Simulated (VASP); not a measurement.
These are PBE GGA, VASP's PBE PAW potentials (set 64) (plane waves; VASP) values and carry that method's errors.

Gaps are without spin-orbit coupling.

```json
{
  "volume_per_atom": "29.71 Å³/atom",
  "band gap (over mesh and band path)": "0.55 eV",
  "smallest direct gap (over mesh and band path)": "0.55 eV",
  "hill_bulk_modulus": "45.8 GPa",
  "hill_shear_modulus": "14.4 GPa"
}
```

Task: Which relaxed crystal gives these values?
A. CdSe, P6_3mc (186)
B. PtS2, P-3m1 (164)
C. CdS, F-43m (216)
D. CeO2, Fm-3m (225)

Result: A, CdSe, P6_3mc (186)
